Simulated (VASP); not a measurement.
A run of VASP 6.6.1:

File INCAR:

```
SYSTEM = HoO
PREC = Accurate
ENCUT = 520
EDIFF = 1E-6
ISMEAR = 0
SIGMA = 0.05
LREAL = .FALSE.
LASPH = .TRUE.
NELM = 100
ALGO = Normal
ISIF = 2
LWAVE = .FALSE.
LCHARG = .FALSE.
ISPIN = 2
MAGMOM = 0 0
LORBIT = 11
LMAXMIX = 6
LDAU = .TRUE.
LDAUTYPE = 2
LDAUL = 3 -1
LDAUU = 4 0
LDAUJ = 0 0
LDAUPRINT = 1
METAGGA = R2SCAN
LMIXTAU = .TRUE.
NBANDS = 24
```

Contents of KPOINTS:

```
Automatic mesh
0
G
  7 7 6
  0 0 0
```

POSCAR

```
HoO
1.0
    3.0640300800      0.0000000000      0.0000000000
   -1.5320150400      2.6535278900      0.0000000000
    0.0000000000      0.0000000000      2.9903415500
Ho O
1 1
Direct
    0.0000000000      0.0000000000      0.0000000000
    0.6666666667      0.3333333333      0.5000000000
```

Potentials or basis: VASP PAW PBE potentials, release 64 (Ho, O).

Launch:

```sh
$ cat potpaw_PBE.64/Ho/POTCAR potpaw_PBE.64/O/POTCAR > POTCAR
$ mpirun -np 1 vasp_std > vasp.out
```

Hardware: 1 thread of Intel(R) Xeon(R) 6975P-C (Granite Rapids), on a shared host.

Task: Estimate the wall time of this run.

Result: Wall time 4 min on 1 thread of Intel(R) Xeon(R) 6975P-C (Granite Rapids) (shared host), peak memory 0.19 GiB. Counts: scf iterations 75, k points 32.
